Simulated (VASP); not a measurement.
# WSe2 (P6_3/mmc) in VASP: notebook

One crystal, WSe2, is run at these levels: PBE+D3(BJ); tasks: relaxation of shape and atoms at fixed volume.

All numbers are computed with VASP 6.6.1; they aren't measurements. Logs are shortened: lines on timing, memory, paths and dates and some standing lists are left out, and cuts for length are marked.

## Step 1: Starting point

It takes space group P6_3/mmc (No. 194, hexagonal). Conventional cell: a = 3.281 Å, b = 3.281 Å, c = 12.792 Å, α = 90.00°, β = 90.00°, γ = 120.00°. W (site symmetry -6m2) has 6 Se at 2.54 Å as nearest neighbours. Around Se (site symmetry 3m) lie 3 W at 2.54 Å.

## Step 2: Relaxation of shape and atoms at fixed volume, PBE+D3(BJ)

File INCAR:

```
SYSTEM = WSe2
  PREC = Accurate
  ENCUT = 600
  EDIFF = 1E-7
  ISMEAR = 0
  SIGMA = 0.03
  LREAL = .FALSE.
  LASPH = .TRUE.
  NELM = 80
  ALGO = Fast
  ISIF = 4
  LWAVE = .FALSE.
  LCHARG = .FALSE.
  GGA = PE
  IVDW = 12
  IBRION = 2
  NSW = 40
  EDIFFG = -0.01
  KPAR = 2
```

File KPOINTS:

```
Automatic mesh
0
G
  9 9 2
  0 0 0
```

File POSCAR:

```
WSe2                                    
1.0
    3.2813445385      0.0000000000      0.0000000000
   -1.6406722692      2.8417277289      0.0000000000
    0.0000000000      0.0000000000     12.7916582921
  W               Se            
     2     4
Direct
     0.3333333332999970    0.6666666667000030    0.2500000000000000
     0.6666666667000030    0.3333333332999970    0.7500000000000000
     0.3333333332999970    0.6666666667000030    0.6181949418054202
     0.6666666667000030    0.3333333332999970    0.1181949418054202
     0.3333333332999970    0.6666666667000030    0.8818050581945798
     0.6666666667000030    0.3333333332999970    0.3818050581945798
```

Potentials or basis: VASP PAW PBE potentials, release 64 (W_sv, Se).

The run is started by

```console
cat potpaw_PBE.64/W_sv/POTCAR potpaw_PBE.64/Se/POTCAR > POTCAR
mpirun -np 2 vasp_std > vasp.out
```

OUTCAR:

```text
SYSTEM = WSe2
   PREC = Accurate
   ENCUT = 600
   EDIFF = 1E-7
   ISMEAR = 0
   LREAL = .FALSE.
   LASPH = .TRUE.
   NELM = 80
   ISIF = 4
   GGA = PE
   IVDW = 12
   IBRION = 2
   NSW = 40
   EDIFFG = -0.01
 IVDW          = 12

 ion  position               nearest neighbor table
   1  0.333  0.667  0.250-   4 2.54   6 2.54   4 2.54   6 2.54   4 2.54   6 2.54
   2  0.667  0.333  0.750-   3 2.54   5 2.54   3 2.54   5 2.54   3 2.54   5 2.54
   3  0.333  0.667  0.618-   2 2.54   2 2.54   2 2.54
   4  0.667  0.333  0.118-   1 2.54   1 2.54   1 2.54
   5  0.333  0.667  0.882-   2 2.54   2 2.54   2 2.54
   6  0.667  0.333  0.382-   1 2.54   1 2.54   1 2.54

  LATTYP: Found a hexagonal cell.
 ALAT       =     3.2813445385
 C/A-ratio  =     3.8982978294

  Lattice vectors:

 A1 = (   3.2813445385,   0.0000000000,   0.0000000000)
 A2 = (  -1.6406722692,   2.8417277289,   0.0000000000)
 A3 = (   0.0000000000,   0.0000000000,  12.7916582921)

Analysis of symmetry for initial positions (statically):
=====================================================================
 Subroutine PRICEL returns:
 Original cell was already a primitive cell.

 Routine SETGRP: Setting up the symmetry group for a
 hexagonal supercell.

 Subroutine GETGRP returns: Found 24 space group operations
 (whereof 12 operations were pure point group operations)
 out of a pool of 24 trial point group operations.

The static configuration has the point symmetry D_3d.
 The point group associated with its full space group is D_6h.

Analysis of symmetry for dynamics (positions and initial velocities):
=====================================================================
 Subroutine PRICEL returns:
 Original cell was already a primitive cell.

 Routine SETGRP: Setting up the symmetry group for a
 hexagonal supercell.

 Subroutine GETGRP returns: Found 24 space group operations
 (whereof 12 operations were pure point group operations)
 out of a pool of 24 trial point group operations.

The dynamic configuration has the point symmetry D_3d.
 The point group associated with its full space group is D_6h.

 Subroutine INISYM returns: Found 24 space group operations
 (whereof 12 operations are pure point group operations),
 and found     1 'primitive' translations

----------------------------------------------------------------------------------------

                                     Primitive cell

  volume of cell :     119.2782

  direct lattice vectors                    reciprocal lattice vectors
     3.281344538  0.000000000  0.000000000     0.304753124  0.175949298  0.000000000
    -1.640672269  2.841727729  0.000000000     0.000000000  0.351898597  0.000000000
     0.000000000  0.000000000 12.791658292     0.000000000  0.000000000  0.078175947

  length of vectors
     3.281344538  3.281344538 12.791658292     0.351898597  0.351898597  0.078175947

  position of ions in fractional coordinates (direct lattice)
     0.333333333  0.666666667  0.250000000
     0.666666667  0.333333333  0.750000000
     0.333333333  0.666666667  0.618194942
     0.666666667  0.333333333  0.118194942
     0.333333333  0.666666667  0.881805058
     0.666666667  0.333333333  0.381805058

  ion indices of the primitive-cell ions
   primitive index   ion index
                 1           1
                 2           2
                 3           3
                 4           4
                 5           5
                 6           6

----------------------------------------------------------------------------------------

 KPOINTS: Automatic mesh

Automatic generation of k-mesh.
 Grid dimensions read from file:
 generate k-points for:    9    9    2

 Generating k-lattice:

  Cartesian coordinates                     Fractional coordinates (reciprocal lattice)
     0.033861458  0.019549922  0.000000000     0.111111111  0.000000000  0.000000000
     0.000000000  0.039099844  0.000000000     0.000000000  0.111111111  0.000000000
     0.000000000  0.000000000  0.039087973     0.000000000  0.000000000  0.500000000

  Length of vectors
     0.039099844  0.039099844  0.039087973

  Shift w.r.t. Gamma in fractional coordinates (k-lattice)
     0.000000000  0.000000000  0.000000000

 Subroutine IBZKPT returns following result:
 ===========================================

 Found     24 irreducible k-points:

 Following reciprocal coordinates:
            Coordinates               Weight
  0.000000  0.000000  0.000000      1.000000
  0.111111 -0.000000  0.000000      6.000000
  0.222222 -0.000000  0.000000      6.000000
  0.333333  0.000000  0.000000      6.000000
  0.444444 -0.000000  0.000000      6.000000
  0.111111  0.111111  0.000000      6.000000
[... 16 lines left out ...]
  0.333333  0.222222  0.500000     12.000000
  0.333333  0.333333  0.500000      2.000000
   k-points           NKPTS =     24   k-points in BZ     NKDIM =     24   number of bands    NBANDS=     31
[... 64 lines left out ...]
  ---------------------------------------------------
  free energy    TOTEN  =       -43.08341923 eV

  energy without entropy =      -43.08341923  energy(sigma->0) =      -43.08341923

 E-fermi :   6.7447     XC(G=0): -10.8906

 val. band max:        6.5037495699   @ k =   0.0000   0.0000   0.0000
 cond. band min:       7.4950539171   @ k =   0.2222   0.1111   0.0000
 fundamental gap:      0.9913043472
 Fermi energy:         6.7447367954

 k-point     1 :       0.0000    0.0000    0.0000
  band No.  band energies     occupation
      1     -67.8424      2.00000
      2     -67.8423      2.00000
      3     -32.0905      2.00000
      4     -32.0905      2.00000
      5     -31.9549      2.00000
      6     -31.9549      2.00000
[... 23 lines left out ...]
     30       9.1966      0.00000
     31       9.2106      0.00000

 k-point     2 :       0.1111   -0.0000    0.0000
  band No.  band energies     occupation
      1     -67.8411      2.00000
      2     -67.8411      2.00000
      3     -32.0852      2.00000
      4     -32.0851      2.00000
      5     -31.9831      2.00000
      6     -31.9831      2.00000
[... 23 lines left out ...]
     30       8.9531      0.00000
     31       9.0384      0.00000

 k-point     3 :       0.2222   -0.0000    0.0000
  band No.  band energies     occupation
      1     -67.8380      2.00000
      2     -67.8379      2.00000
      3     -32.0716      2.00000
      4     -32.0716      2.00000
      5     -32.0538      2.00000
      6     -32.0538      2.00000
[... 23 lines left out ...]
     30       8.7897      0.00000
     31       8.8986      0.00000

 k-point     4 :       0.3333    0.0000    0.0000
  band No.  band energies     occupation
      1     -67.8344      2.00000
      2     -67.8344      2.00000
      3     -32.1331      2.00000
      4     -32.1331      2.00000
      5     -32.0561      2.00000
      6     -32.0561      2.00000
[... 23 lines left out ...]
     30       8.8268      0.00000
     31       9.0782      0.00000

 k-point     5 :       0.4444   -0.0000    0.0000
  band No.  band energies     occupation
      1     -67.8320      2.00000
      2     -67.8320      2.00000
      3     -32.1843      2.00000
      4     -32.1843      2.00000
      5     -32.0460      2.00000
      6     -32.0460      2.00000
[... 23 lines left out ...]
     30       9.1469      0.00000
     31       9.3740      0.00000
[... 542 lines left out ...]
     30       9.1226      0.00000
     31       9.9016      0.00000

 k-point    22 :       0.2222    0.2222    0.5000
  band No.  band energies     occupation
      1     -67.8328      2.00000
      2     -67.8328      2.00000
      3     -32.1377      2.00000
      4     -32.1377      2.00000
      5     -32.0493      2.00000
      6     -32.0493      2.00000
[... 23 lines left out ...]
     30       9.0401      0.00000
     31       9.2728      0.00000

 k-point    23 :       0.3333    0.2222    0.5000
  band No.  band energies     occupation
      1     -67.8310      2.00000
      2     -67.8310      2.00000
      3     -32.1561      2.00000
      4     -32.1561      2.00000
      5     -32.0666      2.00000
      6     -32.0666      2.00000
[... 23 lines left out ...]
     30       8.9827      0.00000
     31       9.4248      0.00000

 k-point    24 :       0.3333    0.3333    0.5000
  band No.  band energies     occupation
      1     -67.8304      2.00000
      2     -67.8304      2.00000
      3     -32.1318      2.00000
      4     -32.1318      2.00000
      5     -32.1081      2.00000
      6     -32.1081      2.00000
[... 23 lines left out ...]
     30       8.8459      0.00000
     31       9.6674      0.00000

------------------------ aborting loop because EDIFF is reached ----------------------------------------

 Edisp (eV)   -2.84803

 E8    (eV) :    -1.2703

  FORCE on cell =-STRESS in cart. coord.  units (eV):
  Direction    XX          YY          ZZ          XY          YZ          ZX
  --------------------------------------------------------------------------------------
  -------------------------------------------------------------------------------------
  Total      -0.01058    -0.01058     0.02134    -0.00000    -0.00000    -0.00000
  in kB      -0.14207    -0.14207     0.28671    -0.00000    -0.00000    -0.00000
  external pressure =        0.00 kB  Pullay stress =        0.00 kB

 VOLUME and BASIS-vectors are now :
 -----------------------------------------------------------------------------
  energy-cutoff  :      600.00
  volume of cell :      119.28
      direct lattice vectors                 reciprocal lattice vectors
     3.281344538  0.000000000  0.000000000     0.304753124  0.175949298  0.000000000
    -1.640672269  2.841727729  0.000000000     0.000000000  0.351898597  0.000000000
     0.000000000  0.000000000 12.791658292     0.000000000  0.000000000  0.078175947

 POSITION                                       TOTAL-FORCE (eV/Angst)
 -----------------------------------------------------------------------------------
     -0.00000      1.89449      3.19791         0.000000      0.000000      0.000000
      1.64067      0.94724      9.59374        -0.000000     -0.000000      0.000000
     -0.00000      1.89449      7.90774        -0.000000      0.000000     -0.002094
      1.64067      0.94724      1.51191        -0.000000     -0.000000     -0.002094
     -0.00000      1.89449     11.27975        -0.000000      0.000000      0.002094
      1.64067      0.94724      4.88392         0.000000     -0.000000      0.002094
 -----------------------------------------------------------------------------------
    total drift:                                0.000000     -0.000000      0.000000

  FREE ENERGIE OF THE ION-ELECTRON SYSTEM (eV)
  ---------------------------------------------------
  free  energy   TOTEN  =       -45.9314487661 eV

  energy  without entropy=      -45.9314487661  energy(sigma->0) =      -45.93144877

 reached required accuracy - stopping structural energy minimisation
```

Wall time 96 s (2 MPI ranks of Intel Xeon Platinum 8375C at 2.90GHz (Ice Lake), shared host); peak memory 0.32 GiB.

What came out:

```yaml
Free_energy: -45.9314 eV
Pressure_after_relaxing: 0.0 GPa
Band_gap_on_the_k_mesh: 0.99 eV, indirect (least direct gap 1.56 eV)
Dispersion_energy_per_atom: -0.475 eV
```

Forces on the atoms (eV/Å):
```
W    0.000  0.000  0.000
W    0.000  0.000  0.000
Se   0.000  0.000 -0.002
Se   0.000  0.000 -0.002
Se   0.000  0.000  0.002
Se   0.000  0.000  0.002
```

Final structure:
```
W Se
1.0
     3.28134    0.00000    0.00000
    -1.64067    2.84173    0.00000
     0.00000    0.00000   12.79166
W Se
2 4
Cartesian
  0.0000 1.8945 3.1979
  1.6407 0.9472 9.5937
  0.0000 1.8945 7.9077
  1.6407 0.9472 1.5119
  0.0000 1.8945 11.2797
  1.6407 0.9472 4.8839
```

Caveat: the relaxation stopped at its first step, so nothing moved; spin-orbit coupling is left out, which moves the levels of the heavy elements; an odd mesh through Γ misses points on the zone boundary, where band edges often lie.

[end of part 1 of 2]
